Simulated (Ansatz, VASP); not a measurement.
# Ga2O3 in two plane-wave programs

One calculation is typed for both programs; each brings its own data sets. How far apart do they land? The cell is taken from a series of runs on this material, whose earlier steps may have relaxed, scaled, displaced or heated it; both programs get it as it stands.

Method: plane waves, with VASP 6.6.1 beside it; single point at r2SCAN and single point at r2SCAN with rVV10, in Ansatz 0.2.0.

## Step 1: Set-up

Symmetry: C2/m, No. 12, monoclinic system. The conventional cell has a = 12.375 Å, b = 3.077 Å, c = 5.874 Å, α = 90.00°, β = 103.83°, γ = 90.00°. Nearest to Ga lie 4 O at 1.85 to 1.89 Å. Nearest to Ga lie 6 O at 1.96 to 2.11 Å. Nearest to O lie 3 Ga at 1.85 to 1.96 Å. Nearest to O lie 4 Ga at 1.89 to 2.11 Å. Nearest to O lie 3 Ga at 1.85 to 1.96 Å. Farther neighbours and most contacts between anions are not listed.

## Step 2: VASP: single point, r2SCAN

A single point gives forces, pressure and levels at one fixed geometry, so differences don't come from the geometry; what else differs is listed under the comparison.

Lines of VASP's logs that name or quote its potential files are left out, and so is its time.

File INCAR:

```
SYSTEM = Ga2O3
PREC = Accurate
ENCUT = 580
EDIFF = 1E-06
NELM = 120
ISMEAR = 0
SIGMA = 0.01
LREAL = .FALSE.
ALGO = Normal
METAGGA = R2SCAN
LASPH = .TRUE.
NBANDS = 54
LORBIT = 11
LWAVE = .FALSE.
LCHARG = .FALSE.
ISIF = 2
GGA_COMPAT = .FALSE.
EFERMI = MIDGAP
LMIXTAU = .TRUE.
KPAR = 2
```

File POSCAR:

```
Ga2O3
1.0
    6.1873644791     -1.5385332127      0.0000000000
    6.1873644791      1.5385332127      0.0000000000
   -1.4042276876      0.0000000000      5.7040962985
Ga O
4 6
Direct
    0.0899204557      0.0899204557      0.7946966823
    0.9100795443      0.9100795443      0.2053033177
    0.6581925857      0.6581925857      0.3147343319
    0.3418074143      0.3418074143      0.6852656681
    0.1609139878      0.1609139878      0.1098514789
    0.8390860122      0.8390860122      0.8901485211
    0.1740945944      0.1740945944      0.5659037812
    0.8259054056      0.8259054056      0.4340962188
    0.4955746879      0.4955746879      0.2575498569
    0.5044253121      0.5044253121      0.7424501431
```

File KPOINTS:

```
Automatic mesh
0
Gamma
8 8 4
0 0 0
```

PAW data sets: Ga_d and O (PBE family, release 64).

The run is started by

```sh
mpirun -np 2 vasp_std
```

Numbers of over 12 decimals in the logs are rounded to 6 here.

Output:

```text
[banner, memory and clock lines left out]
running    2 mpi-ranks, on    1 nodes
 distrk:  each k-point on    1 cores,    2 groups
 distr:  one band on    1 cores,    1 groups

 POSCAR found type information on POSCAR GaO
 POSCAR found :  2 types and      10 ions
|                                                                             |
|               ----> ADVICE to this user running VASP <----                  |
|                                                                             |
|     You enforced a specific xc type in the INCAR file but a different       |
|     [... a line on the potential file left out ...]
|     I HOPE YOU KNOW WHAT YOU ARE DOING!                                     |
|                                                                             |

 LDA part: xc-table for (None), standard interpolation
 POSCAR, INCAR and KPOINTS ok, starting setup
 FFT: planning ... GRIDC
 FFT: planning ... GRID_SOFT
 FFT: planning ... GRID
 WAVECAR not read
 entering main loop
       N       E                     dE             d eps       ncg     rms          rms(c)
DAV:   1     0.122483199111E+04    0.12248E+04   -0.44050E+04  9948   0.323E+03
DAV:   2     0.157619254209E+03   -0.10672E+04   -0.10082E+04  8616   0.872E+02
DAV:   3    -0.106676410724E+03   -0.26430E+03   -0.25648E+03  9884   0.277E+02
DAV:   4    -0.128468222880E+03   -0.21792E+02   -0.21555E+02 10244   0.851E+01
DAV:   5    -0.129296516583E+03   -0.82829E+00   -0.82654E+00 11126   0.168E+01    0.160E+01
DAV:   6    -0.109326841625E+03    0.19970E+02   -0.20926E+01 14224   0.582E+01    0.461E+00
DAV:   7    -0.100847519993E+03    0.84793E+01   -0.33608E+00 10698   0.120E+01    0.321E+00
DAV:   8    -0.112041738791E+03   -0.11194E+02   -0.41261E+00 12804   0.217E+01    0.217E+00
DAV:   9    -0.104520002071E+03    0.75217E+01   -0.10797E+00  9760   0.111E+01    0.114E+00
DAV:  10    -0.102383647588E+03    0.21364E+01   -0.80649E-01  8522   0.565E+00    0.468E-01
DAV:  11    -0.102286896854E+03    0.96751E-01   -0.57878E-01  8732   0.527E+00    0.282E-01
DAV:  12    -0.102367629383E+03   -0.80733E-01   -0.37003E-02 12228   0.140E+00    0.291E-01
DAV:  13    -0.102420537073E+03   -0.52908E-01   -0.29424E-02 11864   0.193E+00    0.134E-01
DAV:  14    -0.102424243515E+03   -0.37064E-02   -0.66476E-03 14708   0.966E-01    0.494E-02
DAV:  15    -0.102425103721E+03   -0.86021E-03   -0.19144E-03  9150   0.348E-01    0.418E-02
DAV:  16    -0.102425150284E+03   -0.46563E-04   -0.25332E-04 13174   0.350E-01    0.132E-02
DAV:  17    -0.102425461766E+03   -0.31148E-03   -0.30203E-04  8938   0.142E-01    0.115E-02
DAV:  18    -0.102425558875E+03   -0.97109E-04   -0.57540E-05  9304   0.610E-02    0.539E-03
DAV:  19    -0.102425535122E+03    0.23753E-04   -0.75121E-06  9174   0.366E-02    0.338E-03
DAV:  20    -0.102425561185E+03   -0.26063E-04   -0.73189E-06  8100   0.202E-02    0.196E-03
DAV:  21    -0.102425561736E+03   -0.55029E-06   -0.16064E-06  6352   0.132E-02
   1 F= -.10242556E+03 E0= -.10242556E+03  d E =0.000000E+00
```

From OUTCAR (step 2):

```text
ion  position               nearest neighbor table
   1  0.090  0.090  0.795-   5 1.85  10 1.85  10 1.85   7 1.89
   2  0.910  0.910  0.205-   6 1.85   9 1.85   9 1.85   8 1.89
   3  0.658  0.658  0.315-   5 1.96   5 1.96   9 1.96   8 2.03   7 2.11   7 2.11
   4  0.342  0.342  0.685-   6 1.96   6 1.96  10 1.96   7 2.03   8 2.11   8 2.11
   5  0.161  0.161  0.110-   1 1.85   3 1.96   3 1.96
   6  0.839  0.839  0.890-   2 1.85   4 1.96   4 1.96
   7  0.174  0.174  0.566-   1 1.89   4 2.03   3 2.11   3 2.11
   8  0.826  0.826  0.434-   2 1.89   3 2.03   4 2.11   4 2.11
   9  0.496  0.496  0.258-   2 1.85   2 1.85   3 1.96
  10  0.504  0.504  0.742-   1 1.85   1 1.85   4 1.96

  LATTYP: Found a base centered monoclinic cell.
 ALAT       =    12.3747289582
 B/A-ratio  =     0.2486572785
 C/A-ratio  =     0.4747093502
 COS(beta)  =    -0.2390419102

 Subroutine GETGRP returns: Found  4 space group operations
 (whereof  4 operations were pure point group operations)

The static configuration has the point symmetry C_2h.

 Found     78 irreducible k-points:

   k-points           NKPTS =     78   k-points in BZ     NKDIM =     78   number of bands    NBANDS=     54

   dimension x,y,z NGX =    50 NGY =   50 NGZ =   48
   dimension x,y,z NGXF=   100 NGYF=  100 NGZF=   96

   ENCUT  =  580.0 eV  42.63 Ry    6.53 a.u.  12.52 12.52 11.54*2*pi/ulx,y,z

   NELECT =      88.0000    total number of electrons

 k-points in reciprocal lattice and weights: Automatic mesh
   0.00000000  0.00000000  0.00000000       0.004
   0.12500000  0.00000000  0.00000000       0.016
   0.25000000  0.00000000  0.00000000       0.016
   0.37500000 -0.00000000  0.00000000       0.016
   0.50000000  0.00000000  0.00000000       0.008
   0.12500000  0.12500000  0.00000000       0.008
   0.25000000  0.12500000  0.00000000       0.016
   0.37500000  0.12500000  0.00000000       0.016
   0.50000000  0.12500000  0.00000000       0.016
[...]
-0.37500000  0.37500000  0.50000000       0.008
   0.50000000  0.50000000  0.50000000       0.004

 average (electrostatic) potential at core
       1 -69.6090       2 -69.6090       3 -69.5604       4 -69.5604       5 -73.7943
       6 -73.7943       7 -74.2132       8 -74.2132       9 -74.0721      10 -74.0721

 E-fermi :   4.4425

 k-point     1 :       0.0000    0.0000    0.0000
  band No.  band energies     occupation
    ...
     40       2.3895      2.00000
     41       2.4219      2.00000
     42       2.6239      2.00000
     43       2.7994      2.00000
     44       3.0504      2.00000
     45       5.8155      0.00000
     46       9.2476      0.00000
     47      10.2775      0.00000
     48      10.3238      0.00000
     49      11.4301      0.00000
    ...

 k-point     2 :       0.1250    0.0000    0.0000
  band No.  band energies     occupation
    ...
     40       2.0242      2.00000
     41       2.2123      2.00000
     42       2.5508      2.00000
     43       2.7233      2.00000
     44       3.0459      2.00000
     45       6.6500      0.00000
     46       9.5157      0.00000
     47      10.4833      0.00000
     48      10.8522      0.00000
     49      11.9161      0.00000
    ...

 k-point     3 :       0.2500    0.0000    0.0000
  band No.  band energies     occupation
    ...
     40       1.9195      2.00000
     41       2.0535      2.00000
     42       2.3812      2.00000
     43       2.5716      2.00000
     44       3.0213      2.00000
     45       8.1639      0.00000
     46       9.8533      0.00000
     47      10.4639      0.00000
     48      11.5748      0.00000
     49      12.0915      0.00000
    ...

  Total       -2.6623607     -3.0829119     -3.1241824      0.0000000      0.0000000      0.0167117
  in kB      -39.2778815    -45.4822853    -46.0911494      0.0000000      0.0000000      0.2465477
  external PRESSURE =     -43.6171054 kB  Pullay stress =       0.0000000 kB

  energy-cutoff  :      580.00
  volume of cell :      108.60
      direct lattice vectors                 reciprocal lattice vectors
     6.187364479 -1.538533213  0.000000000     0.080809851 -0.324984860  0.019893674
     6.187364479  1.538533213  0.000000000     0.080809851  0.324984860  0.019893674
    -1.404227688  0.000000000  5.704096298     0.000000000  0.000000000  0.175312608

 POSITION                                       TOTAL-FORCE (eV/Angst)
 -----------------------------------------------------------------------------------
     -0.00319      0.00000      4.53303         0.027060      0.000000      0.005115
     10.97370      0.00000      1.17107        -0.027060      0.000000     -0.005115
      7.70300      0.00000      1.79527        -0.005116      0.000000      0.054106
      3.26751      0.00000      3.90882         0.005116      0.000000     -0.054106
      1.83701      0.00000      0.62660         0.049464      0.000000      0.035385
      9.13349      0.00000      5.07749        -0.049464      0.000000     -0.035385
      1.35972      0.00000      3.22797         0.029755      0.000000     -0.050006
      9.61079      0.00000      2.47613        -0.029755      0.000000      0.050006
      5.77094      0.00000      1.46909         0.074923      0.000000      0.028814
      5.19956      0.00000      4.23501        -0.074923      0.000000     -0.028814
 -----------------------------------------------------------------------------------
    total drift:                                0.000000      0.000000     -0.000000

  FREE ENERGIE OF THE ION-ELECTRON SYSTEM (eV)
  ---------------------------------------------------
  free  energy   TOTEN  =      -102.4255617357 eV

  energy  without entropy=     -102.4255617357  energy(sigma->0) =     -102.42556174

 total charge
# of ion       s       p       d       tot
------------------------------------------
    1        0.687   0.811  10.267  11.766
    2        0.687   0.811  10.267  11.766
    3        0.609   0.661  10.236  11.505
    4        0.609   0.661  10.236  11.505
    5        1.553   3.531   0.000   5.083
    6        1.553   3.531   0.000   5.083
    7        1.558   3.517   0.000   5.074
    8        1.558   3.517   0.000   5.074
    9        1.551   3.560   0.000   5.110
   10        1.551   3.560   0.000   5.110
--------------------------------------------------
tot         11.915  24.158  41.005  77.078

[... 3 further parts left out ...]
```

The run ends at a pressure of -4.36 GPa, with forces up to 0.080 eV/Å.

## Step 3: Ansatz: single point, r2SCAN

Ansatz runs on PAW files that the input asks for by source.

The same cell, functional and mesh now go to Ansatz, which takes its cutoff from its data sets.

File input.yaml:

```yaml
crystal:
  lattice:
    - [6.1873644791, -1.5385332127, 0.0]
    - [6.1873644791, 1.5385332127, 0.0]
    - [-1.4042276876, 0.0, 5.7040962985]
  atoms:
    - { symbol: Ga, position: [0.0899204557, 0.0899204557, 0.7946966823] }
    - { symbol: Ga, position: [0.9100795443, 0.9100795443, 0.2053033177] }
    - { symbol: Ga, position: [0.6581925857, 0.6581925857, 0.3147343319] }
    - { symbol: Ga, position: [0.3418074143, 0.3418074143, 0.6852656681] }
    - { symbol: O, position: [0.1609139878, 0.1609139878, 0.1098514789] }
    - { symbol: O, position: [0.8390860122, 0.8390860122, 0.8901485211] }
    - { symbol: O, position: [0.1740945944, 0.1740945944, 0.5659037812] }
    - { symbol: O, position: [0.8259054056, 0.8259054056, 0.4340962188] }
    - { symbol: O, position: [0.4955746879, 0.4955746879, 0.2575498569] }
    - { symbol: O, position: [0.5044253121, 0.5044253121, 0.7424501431] }
kpoints:
  mp_grid: { grid: [8, 8, 4] }
hamiltonian:
  xc: r2scan
  pseudopotentials: { kind: paw, source: ansatz }
scf:
  occupations: { method: fixed }
  n_extra_bands: 7
  lower_state_search: "off"
  convergence: { dr2_threshold: 1.0e-09 }
output:
  eigenvalues: true
```

The run is started by

```sh
ansatz run input.yaml --threads 16 --pin off --max-ram 73728MiB --backend cpu --events-out ev --progress --plain --runs-dir out
```

Output:

```text
basis.fft_grid_basis auto: the FFT boxes are laid along the combinations [[1, -1, 0], [0, 1, 0], [0, 0, 1]] of the cell's own vectors, 3.077, 6.376 and 5.874 Å long. The dense box has 54×108×100 points. Along the cell's own vectors, as sized, it would have 108×108×100, 2.00 times as many. Of the 4 symmetry operations that the crystal satisfies within crystal.symmetry.tolerance (time reversal apart; of a slab, those t [...]
scf.n_extra_bands = 7 over 60 filled bands (N_el = 120.0): the run solves 67 bands
Engine: ansatz 0.2.0, aarch64-unknown-linux-gnu
Pseudopotentials: kind: paw
Pseudopotential: Ga, paw, valence charge 21, recommended cutoff 1300 eV (meta_gga), Ga.paw.azcp
Pseudopotential: O, paw, valence charge 6, recommended cutoff 1050 eV (meta_gga), O.paw.azcp
Functional definition: r2SCAN
  parameter k0 = 0.174
  parameter k1 = 0.065
  parameter a1 = 4.9479
  exchange = r2scan_x(k0 = k0, k1 = k1, a1 = a1)
  correlation = r2scan_c
Crystal: 10 atoms, lattice volume = 108.600 Å³
Basis set: ecut = 1300 eV, 11565 PW (Γ), FFT grids on a1−a2, a2, a3, exchange–correlation on 216×432×400 points (64 copies of the dense FFT grid, shifted against one another)
Bands: 67, of which v1, the nominal top of the filled ones, is band 60 counted from 1 (59 counted from 0)
Symmetry: 4 space group operations
Space group: C2/m (ITA 12), of the structure as read, at distance tolerance 4.8e-5 Å
k-points: 78 of 256
Non-local potential: Ga, projectors of the file, l = 0: 3, l = 1: 3, l = 2: 3, l = 3: 2
Non-local potential: O, projectors of the file, l = 0: 2, l = 1: 2, l = 2: 1
PAW form: soft (Blöchl's): semilocal exchange-correlation on the pseudo side does not see the compensation charge
PAW frozen core: Ga, regenerated for the run's functional (the file was generated under x = pbe(κ = 0.804, μ = 0.219515), c = pbe(β = 0.066725))
PAW frozen core: O, regenerated for the run's functional (the file was generated under x = pbe(κ = 0.804, μ = 0.219515), c = pbe(β = 0.066725))
PAW one-centre angular grid: Ga, 590 points (default); XC on 160 Gauss nodes
PAW one-centre angular grid: O, 302 points (default); XC on 160 Gauss nodes
Initial density: superposition of atomic densities (chi_scale 0.1, normalization cell, long waves kept (reshape's long-wave potential 0.03 eV rms))
Initial wavefunctions: pseudopotential atomic-orbital guess
Functional: x = r2scan, c = r2scan; τ floored in thin density (d = 2e-4 eV/Å³)
SCF iter   1: F=-37096.331859 eV  HF=-37104.021314 eV  |F-HF|=7.69e0  |Δ(HF+E_count)|=         —  Δρ=1.57e-1  dr2=1.15e1  dr2_τ=1.38e0  ethr=3.10e-3  ⟨swp⟩=5.0  Hψ=17099  notcnv=0  defer=341
preconditioner: auto → Resta (q_TF=auto, 2.774 Å⁻¹)  ε∞=4.1  [insulator: Δε(μ)=2.492 eV  Ē_g=18.872 eV  n_scr=42 (ndim 8)  ℏωp=33.4 eV  f_vac=0.009  ε∞_Penn≈4.1]
SCF iter   2: F=-37101.481869 eV  HF=-37101.304004 eV  |F-HF|=1.78e-1  |Δ(HF+E_count)|=    2.72e0  Δρ=4.92e-2  dr2=1.11e0  dr2_τ=1.24e0  ethr=3.10e-3  ⟨swp⟩=3.0  Hψ=11829  notcnv=0  defer=335
SCF iter   3: F=-37101.561960 eV  HF=-37101.536576 eV  |F-HF|=2.54e-2  |Δ(HF+E_count)|=   2.33e-1  Δρ=2.61e-2  dr2=3.99e-1  dr2_τ=6.63e-2  ethr=9.23e-4  ⟨swp⟩=2.0  Hψ=5524  notcnv=0  defer=388
SCF iter   4: F=-37101.602171 eV  HF=-37101.602104 eV  |F-HF|=6.70e-5  |Δ(HF+E_count)|=   6.55e-2  Δρ=3.74e-3  dr2=1.02e-2  dr2_τ=3.94e-3  ethr=3.32e-4  ⟨swp⟩=4.0  Hψ=9109  notcnv=0  defer=390
SCF iter   5: F=-37101.603624 eV  HF=-37101.603951 eV  |F-HF|=3.27e-4  |Δ(HF+E_count)|=   1.85e-3  Δρ=1.53e-3  dr2=1.47e-3  dr2_τ=1.09e-3  ethr=8.49e-6  ⟨swp⟩=3.0  Hψ=9063  notcnv=0  defer=390
SCF iter   6: F=-37101.604045 eV  HF=-37101.604114 eV  |F-HF|=6.88e-5  |Δ(HF+E_count)|=   1.63e-4  Δρ=5.23e-4  dr2=1.40e-4  dr2_τ=8.31e-5  ethr=1.23e-6  ⟨swp⟩=2.2  Hψ=8945  notcnv=0  defer=390
SCF iter   7: F=-37101.604099 eV  HF=-37101.604109 eV  |F-HF|=9.71e-6  |Δ(HF+E_count)|=   4.73e-6  Δρ=1.77e-4  dr2=1.84e-5  dr2_τ=1.10e-5  ethr=1.16e-7  ⟨swp⟩=2.0  Hψ=8593  notcnv=0  defer=390
SCF iter   8: F=-37101.604099 eV  HF=-37101.604099 eV  |F-HF|=6.10e-7  |Δ(HF+E_count)|=   9.70e-6  Δρ=5.80e-5  dr2=2.13e-6  dr2_τ=9.59e-7  ethr=1.53e-8  ⟨swp⟩=2.0  Hψ=9665  notcnv=0  defer=363
SCF iter   9: F=-37101.604429 eV  HF=-37101.604429 eV  |F-HF|=4.37e-9  |Δ(HF+E_count)|=   3.30e-4  Δρ=1.79e-5  dr2=1.25e-7  dr2_τ=1.45e-8  ethr=1.77e-9  ⟨swp⟩=2.0  Hψ=8655  notcnv=0  defer=344
SCF iter  10: F=-37101.604429 eV  HF=-37101.604429 eV  |F-HF|=1.32e-8  |Δ(HF+E_count)|=   3.85e-8  Δρ=5.93e-6  dr2=1.89e-8  dr2_τ=9.19e-9  ethr=1.04e-10  ⟨swp⟩=2.0  Hψ=9107  notcnv=0  defer=344
SCF iter  11: F=-37101.604429 eV  HF=-37101.604429 eV  |F-HF|=8.00e-10  |Δ(HF+E_count)|=   3.57e-9  Δρ=1.36e-6  dr2=1.33e-9  dr2_τ=3.64e-10  ethr=1.58e-11  ⟨swp⟩=2.1  Hψ=8408  notcnv=0  defer=344
SCF iter  12: F=-37101.604429 eV  HF=-37101.604429 eV  |F-HF|=1.46e-11  |Δ(HF+E_count)|=   1.04e-9  Δρ=4.23e-7  dr2=1.17e-10  dr2_τ=2.98e-11  ethr=1.00e-12  ⟨swp⟩=11.3  Hψ=21037  notcnv=0
SCF 1 converged in 12 iterations: F = -37101.604429 eV  dr2 = 1.17e-10
  greatest PAW one-centre occupation: 0.995 electrons in one spin orbital (limit 2), on the Ga atom at site 1 (counted from 0), in its partial waves of l = 0
SCF converged after 12 iterations
Free energy (F): -37101.604429 eV
Harris-Foulkes:  -37101.604429 eV  (|F-HF|=1.46e-11)
Internal energy: -37101.604429 eV  (E = F + TS)
E sigma→0 (E₀):  -37101.604429 eV
Fermi energy:    8.396300 eV
--- Per-component energies (eV) ---
  E_band       = -3271.679766
  E_kinetic    = 4618.964189
  E_local      = -37691.690203  (includes V_loc(G=0)·N_el)
  E_nonlocal   = 7688.405906
  E_hartree    = 14047.390371
  E_xc         = -1141.383249
  E_vxc        = -1688.746213  (∫ρ·V_xc dr)
  E_paw        = -9239.916792  (= ΣΔE_a)
  E_vpaw       = -4423.311956  (= ΣTr[D̂ρ^β])
  E_aug_tail   = 0.000184  (compensation charges beyond the density's cutoff)
  E_vtau       = 129.916011  (kinetic-family band-sum trace: ∫τ·v_τ [+ j·A + Jᵃ·Aᵃ] dr)
  E_ewald      = -15381.946838
  E_core_change = -1.427997  (= ΣΔE_core)
  E_smearing   = -0.000000  (= −TS)
  E_closure    = 0.000000  (closes the sum)
  Σ components = -37101.604429   (vs F -37101.604429, Δ=0.00e0)
--- Band table (eV; the first three rows and the last of 78) ---
  k-point 0: bands = [... 56 lower, 7.7547, 7.9529, 8.1250, 8.3787, 11.1646, 14.6086, 15.6293, 15.6714, ... 3 higher]
  k-point 1: bands = [... 56 lower, 7.7729, 7.8261, 7.9806, 8.1461, 12.0781, 14.7546, 15.3361, 15.8698, ... 3 higher]
  k-point 2: bands = [... 56 lower, 7.7882, 7.8318, 7.8905, 8.1052, 13.5339, 13.7063, 15.5651, 16.1506, ... 3 higher]
  k-point 77: bands = [... 56 lower, 7.7688, 7.8019, 7.8160, 8.3963, 13.9699, 14.1718, 15.0575, 15.4068, ... 3 higher]
```

In the SCF lines HF is the Harris–Foulkes energy and dr2 the Hartree energy of the density residual, in eV; the loop may stop once dr2 is under the threshold and the program's other checks hold. Hψ counts applications of the Hamiltonian.

## Step 4: Differences

Known differences besides the potentials themselves: VASP keeps PBE cores, Ansatz makes them for the functional; fixed occupations in Ansatz, narrow Gaussian smearing in VASP; the data sets hold 120 valence electrons in Ansatz (on PAW files that the input asks for by source) and 88 in VASP; the cutoff is 1300 eV in Ansatz and 580 eV in VASP. Total energies have different zeros and are not compared.

The two programs side by side:

```csv
quantity,Ansatz,VASP,difference
gap on the k mesh (eV),2.768,2.746,+0.022
```

A gap on the mesh is an upper bound, since the band edges may lie between its points.

(Continued in part 2 of 2.)

[Lines on the potential files, build, host, timing and source positions are cut from VASP's logs without a mark.]

[Logs are printed without paths, hosts, clocks, repeated set-up lines and the standing remarks that a program may print on its own settings, such as how far it seeks lower states.]

[Hosts, paths, dates, database ids (printed as entryN), source tags and the programs' standing remarks are cut or masked in the printed files.]
